The number of plane waves in a calculation grows as $V E_\mathrm{cut}^{3/2}$, where $V$ is the cell volume and $E_\mathrm{cut}$ the wave cutoff, the highest kinetic energy admitted. A computed stress tells how the energy responds when the cell is strained with the same set of waves. If that number stays fixed, the effective cutoff must fall as $V^{-2/3}$ when the cell expands. Expansion therefore makes the basis poorer, and an incomplete basis charges an energy for it. The cell then seems to resist expansion, so its pressure comes out too low.

VASP 6.6.1, PBE with the recommended PAW potentials (In_d and As), no dispersion correction, spin polarisation or spin–orbit coupling. InAs (F-43m, two-atom cell) at a fixed geometry with a conventional edge of 6.036 Å, 6 × 6 × 6 k mesh, Gaussian smearing of 0.02 eV. Pressure is positive in compression.

```
wave cutoff  pressure (GPa)
     200 eV          -5.890
     250 eV           4.280
     300 eV           4.200
     350 eV           4.210
     400 eV           4.410
     450 eV           4.460
     520 eV           4.430
     600 eV           4.460
     700 eV           4.460
```

This false contribution is called Pulay stress. In the simplest picture it shrinks steadily as the cutoff rises, and the pressure climbs ever more slowly to its final value. Two parts of the series stand out from a smooth approach: the row at 200 eV, where the false term is large enough to reverse the sign of the pressure, and the group from 250 to 350 eV, where the climb stalls too early. The atoms and the cell are the same throughout, so both breaks come from the numerical description and not from InAs.

**The wrong sign at 200 eV.** Here the pressure is −5.89 GPa, whereas the 700 eV row gives +4.46 GPa. A relaxation started at 200 eV would shrink a cell that ought to grow. This cutoff lies below the values recommended for both the indium and the arsenic potential, and that is the accepted reason for an error of this kind. One step up, at 250 eV, the error relative to 700 eV has dropped from about 10 GPa to about 0.2 GPa.

The counting argument also gives a size. Differentiating the energy $E$ with the number of waves held fixed adds to the pressure the term

$$P_\mathrm{Pulay}=\frac{2}{3}\,\frac{E_\mathrm{cut}}{V}\,\frac{\partial E}{\partial E_\mathrm{cut}} .$$

From 200 to 250 eV the energy of the two-atom cell falls by 122.8 − 1.9 = 120.9 meV, a slope of −0.0024 eV per eV of cutoff. With the mid-point cutoff of 225 eV and $V$ = 2 × 27.49 Å³, the term is −0.0066 eV/Å³, or about −1.1 GPa.

The sign is right, and no other interval gives a term nearly as large. The size is less satisfactory. The estimate is an average over the interval, and an average of −1.1 GPa fits an error of −10 GPa at the lower end only if most of that error dies out within the first 10 eV or so. A likely reason for the mismatch is that VASP corrects its atomic reference energy for kinetic energy missing above the cutoff. The printed energy then looks better converged than the basis really is, and its slope understates the stress error.

**The false plateau from 250 to 350 eV.** These three pressures agree with one another within 0.08 GPa, which looks like convergence. Yet on average they lie 0.23 GPa below the 700 eV value, and most of that gap closes in a single step at 400 eV. The energy gives little warning, since in all three rows it is already within 2 meV per cell of its value at 700 eV. Agreement between neighbouring cutoffs shows only that the error changes little between them, not that it is small.

The cause of this second break is not settled. The Pulay estimate from the printed energies is about −0.02 GPa for the step from 350 to 400 eV, ten times too small to account for the plateau. Some Pulay stress may be hidden by the energy correction just described. The printed energy even rises slightly from 300 to 350 eV, which adding waves alone cannot cause. The hidden part need not shrink steadily, because an orbital's weight among ever shorter waves can fade in ripples rather than evenly. The real-space grids also change with the cutoff and may contribute. A series with the grids held fixed would help to tell the two apart.

The orbital energies suggest where the basis is still short. Between 250 and 600 eV the indium 4d levels at the zone centre sink by about 30 meV, while the threefold level at the top of the valence bands moves by about 1 meV. The 4d shell is compact, and sharply varying orbitals need short waves. This makes it the natural suspect, although the shift does not prove that it causes the plateau.

**What to do.** Test the cutoff on the pressure itself, and carry the test well past the first two values that agree. For this cell 450 eV is enough if 0.03 GPa is tolerable, because all rows from there to 700 eV agree within that amount. The plateau error is about 5 per cent of the final pressure, so a relaxation at those cutoffs would be expected to fall short of the full expansion by roughly that share if the error stayed constant. That is harmless for many purposes, but not for a precise lattice constant. At 250 eV the shortfall could be larger, because expansion with a fixed set of waves lowers the effective cutoff towards the region where the error grows steeply.

A higher cutoff will not remove the remaining 4.46 GPa. PBE prefers a larger InAs cell than the one imposed here, so this pressure belongs to the functional and the chosen volume. PBE also closes the band gap that real InAs has, which can make the pressure more sensitive to the k mesh. That mesh was not varied, so the final value is converged only with respect to the cutoff.

The output below lists the errors relative to 700 eV and the Pulay estimate for each interval.

Printed output of the fit:

```
Errors against 700 eV and steps from the row before:
     row  pressure error (GPa)  pressure step (GPa)  energy error (meV per cell)  Pulay estimate for the interval below (GPa)
  200 eV                -10.35                  n/a                        122.8                                          n/a
  250 eV                 -0.18                10.17                        1.908                                       -1.057
  300 eV                 -0.26                -0.08                        1.246                                    -0.007074
  350 eV                 -0.25                 0.01                        1.736                                     0.006188
  400 eV                 -0.05                  0.2                        0.159                                     -0.02298
  450 eV                     0                 0.05                       -0.276                                    -0.007183
  520 eV                 -0.03                -0.03                        0.078                                     0.004765
  600 eV                     0                 0.03                        0.042                                   -0.0004896
  700 eV                     0                    0                            0                                   -0.0005304
Pressure error at 200 eV against 700 eV (GPa): -10.35
Pressure step from 200 to 250 eV (GPa): 10.17
Mean pressure error of the rows 250 to 350 eV (GPa): -0.23
Mean pressure error of the rows 250 to 350 eV (percent of the 700 eV pressure): -5.157
Spread of pressure within the rows 250 to 350 eV (GPa): 0.08
Pressure step from 350 to 400 eV (GPa): 0.2
Spread of pressure within the rows 450 to 700 eV (GPa): 0.03
Error at 200 eV over mean error at 250 to 350 eV (ratio): 45
Largest energy error within the rows 250 to 350 eV (meV per cell): 1.908
Number of steps in which the pressure falls: 2
Mean error at 250 to 350 eV over Pulay estimate for 350 to 400 eV (ratio): 10.01
Shift of the upper In 4d-like level at Gamma from 250 to 600 eV (meV): -29.5
Shift of the threefold valence level at Gamma from 250 to 600 eV (meV): -1.3
Threefold level less singlet at Gamma at 250 eV (eV): 0.1731
Threefold level less singlet at Gamma at 600 eV (eV): 0.1695
```
